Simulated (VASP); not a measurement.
An input for Quantum ESPRESSO's pw.x (written as the equivalent of a VASP run, and not itself run):

```
&CONTROL
  calculation = 'vc-relax'
  pseudo_dir = './pseudo'
  outdir = './out'
  tprnfor = .true.
  tstress = .true.
  nstep = 50
  forc_conv_thr = 0.00039
/
&SYSTEM
  ibrav = 0
  nat = 5
  ntyp = 3
  ecutwfc = 110
  occupations = 'smearing'
  smearing = 'fermi-dirac'
  degauss = 0.00735
  input_dft = 'pbesol'
/
&ELECTRONS
  conv_thr = 7.3e-08
  electron_maxstep = 100
/
&IONS
/
&CELL
/
ATOMIC_SPECIES
  La 138.905 La.upf
  Co 58.933 Co.upf
  Si 28.085 Si.upf
CELL_PARAMETERS angstrom
    -2.0559990    2.0559990    4.7596280
     2.0559990   -2.0559990    4.7596280
     2.0559990    2.0559990   -4.7596280
ATOMIC_POSITIONS crystal
  La   0.0049600  0.0049600  0.0000000
  Co   0.6619300  0.6619300  0.0000000
  Si   0.4253000  0.4253000  0.0000000
  Si   0.2614100  0.7614100  0.5000000
  Si   0.7614100  0.2614100  0.5000000
K_POINTS automatic
  8 8 8 0 0 0
```

Problem. Write the VASP files for the same calculation (PBEsol).

Solution. This is not unique; one that fits is 
File POSCAR:
```
LaCoSi3
1
   -2.0559990000     2.0559990000     4.7596280000
    2.0559990000    -2.0559990000     4.7596280000
    2.0559990000     2.0559990000    -4.7596280000
La Co Si
1 1 3
Direct
  0.0049600000   0.0049600000   0.0000000000
  0.6619300000   0.6619300000   0.0000000000
  0.4253000000   0.4253000000   0.0000000000
  0.2614100000   0.7614100000   0.5000000000
  0.7614100000   0.2614100000   0.5000000000
```

KPOINTS:
```
Automatic mesh
0
Gamma
8 8 8
0 0 0
```

### INCAR
```
ALGO  =  Normal
EDIFF  =  1E-6
EDIFFG  =  -0.01
ENCUT  =  300
GGA  =  PS
IBRION  =  2
ISIF  =  3
ISMEAR  =  -1
LASPH  =  .TRUE.
LCHARG  =  .FALSE.
LMAXMIX  =  6
LREAL  =  .FALSE.
LWAVE  =  .FALSE.
NELM  =  100
NSW  =  50
PREC  =  Accurate
SIGMA  =  0.1
SYSTEM  =  LaCoSi3
```

POTCAR, in this order: La Co Si (PBE.64 set). Program: vasp_std.

The two are equivalent in intent, not identical: the potentials are each code's own (VASP's PAW set, PseudoDojo norm-conserving files in pw.x), so ENCUT and ecutwfc are chosen apart and not converted; conv_thr bounds pw.x's estimated SCF error, while EDIFF bounds the energy change between steps; forc_conv_thr acts on force components and is met together with etot_conv_thr.

The structure comes from a computed database's LaCoSi3 entry (I4mm); how it stands against other phases isn't given here. This run relaxes it. Symmetry was kept, so distortions that lower it aren't found. The run is one of a series of settings (EDIFFG = -0.01, IBRION = 2, ISIF = 3, NSW = 50 against the base run), some of them coarse on purpose.
